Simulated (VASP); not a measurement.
Ca3ZrN3:

```
CELL_PARAMETERS angstrom
4.94756 0.00000 0.00000
0.00000 4.94756 0.00000
0.00000 0.00000 4.94756
ATOMIC_POSITIONS crystal
Ca 0.00000 0.50000 0.50000
Ca 0.50000 0.00000 0.50000
Ca 0.50000 0.50000 0.00000
Zr 0.00000 0.00000 0.00000
N 0.50000 0.00000 0.00000
N 0.00000 0.50000 0.00000
N 0.00000 0.00000 0.50000
```

The cell was built by a generator and needn't be a form met in nature.

```yaml
Program: VASP 6.6.1
Task: relaxation of cell and atoms
Functional: PBE
Potentials_or_basis: VASP PAW PBE potentials, release 64 (Ca_sv, Zr_sv, N)
Cutoff: 520 eV
k_mesh: 3 × 3 × 3
Occupations: gaussian, width 0.15 eV
Spin: no spin polarisation
```

At the start: pressure -8.7 GPa; volume 17.30 Å³/atom.

Q: Where does the relaxation end?

A: Over 3 steps the energy falls by 41.9 meV/atom and the volume is 15.85 Å³/atom (-8.4 %); space group Pm-3m (No. 221, to 0.05 Å).

Step by step:
| step | energy change (eV) | largest force (eV/Å) | pressure (GPa) | volume (Å³) |
| --- | --- | --- | --- | --- |
| 1 | 0.0000 | 0.0000 | -8.67 | 121.11 |
| 2 | -0.1918 | 0.0000 | 6.11 | 105.43 |
| 3 | -0.2932 | 0.0000 | -0.04 | 110.92 |

Final structure:
```
Ca Zr N
1.0
     4.80472    0.00000    0.00000
     0.00000    4.80472    0.00000
     0.00000    0.00000    4.80472
Ca Zr N
3 1 3
Direct
  0.00000 0.50000 0.50000
  0.50000 0.00000 0.50000
  0.50000 0.50000 0.00000
  0.00000 0.00000 0.00000
  0.50000 0.00000 0.00000
  0.00000 0.50000 0.00000
  0.00000 0.00000 0.50000
```

Caveat: the k mesh is coarse (spacing up to 0.42 Å⁻¹), so the values aren't converged.
